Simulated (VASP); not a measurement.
Crystal: ZnCd3Se3S.

```
Zn Cd Se S
1.0
     5.55804    0.00000    0.00000
    -2.77902    4.81341    0.00000
     0.00000    0.00000    8.16825
Zn Cd Se S
1 3 3 1
Direct
  0.00000 0.00000 0.00000
  0.50000 0.00000 0.00000
  0.00000 0.50000 0.00000
  0.50000 0.50000 0.00000
  0.50000 0.00000 0.50000
  0.00000 0.50000 0.50000
  0.50000 0.50000 0.50000
  0.00000 0.00000 0.50000
```

The cell was built by a generator and needn't be a form met in nature.

```yaml
Program: VASP 6.6.1
Task: relaxation of cell and atoms
Functional: PBE
Potentials_or_basis: VASP PAW PBE potentials, release 64 (Zn, Cd, Se, S)
Cutoff: 520 eV
k_mesh: 3 × 3 × 2
Occupations: gaussian, width 0.15 eV
Spin: no spin polarisation
```

At the start: pressure 1.4 GPa; volume 27.32 Å³/atom.

**Question.** How do energy, volume and symmetry change on relaxing?

**Answer.** Over 9 steps the energy falls by 197.3 meV/atom and the volume is 22.03 Å³/atom (-19.3 %); space group P6/mmm (No. 191, to 0.05 Å).

Step by step:
| step | energy change (eV) | largest force (eV/Å) | pressure (GPa) | volume (Å³) |
| --- | --- | --- | --- | --- |
| 1 | 0.0000 | 0.0000 | 1.43 | 218.53 |
| 2 | -0.2401 | 0.0000 | -2.38 | 226.04 |
| 3 | -0.2408 | 0.0000 | -2.50 | 226.33 |
| 4 | -0.5439 | 0.0000 | -2.84 | 215.98 |
| 5 | -1.5180 | 0.0000 | -2.27 | 184.39 |
| 6 | -1.4749 | 0.0000 | -0.29 | 175.39 |
| 7 | -1.5331 | 0.0000 | -1.71 | 181.92 |
| 8 | -1.5450 | 0.0000 | 1.73 | 171.84 |
| 9 | -1.5784 | 0.0000 | -0.07 | 176.27 |

Final structure:
```yaml
crystal:
  lattice:
    - [5.70693, 0.00000, 0.00000]
    - [-2.85347, 4.94235, 0.00000]
    - [0.00000, 0.00000, 6.24950]
  atoms:
    - { symbol: Zn, position: [0.00000, 0.00000, 0.00000] }
    - { symbol: Cd, position: [0.50000, 0.00000, 0.00000] }
    - { symbol: Cd, position: [0.00000, 0.50000, 0.00000] }
    - { symbol: Cd, position: [0.50000, 0.50000, 0.00000] }
    - { symbol: Se, position: [0.50000, 0.00000, 0.50000] }
    - { symbol: Se, position: [0.00000, 0.50000, 0.50000] }
    - { symbol: Se, position: [0.50000, 0.50000, 0.50000] }
    - { symbol: S, position: [0.00000, 0.00000, 0.50000] }
```

Caveat: the k mesh is coarse (spacing up to 0.44 Å⁻¹), so the values aren't converged; the volume moved by over 15 % at a fixed basis, so the end points are rough.
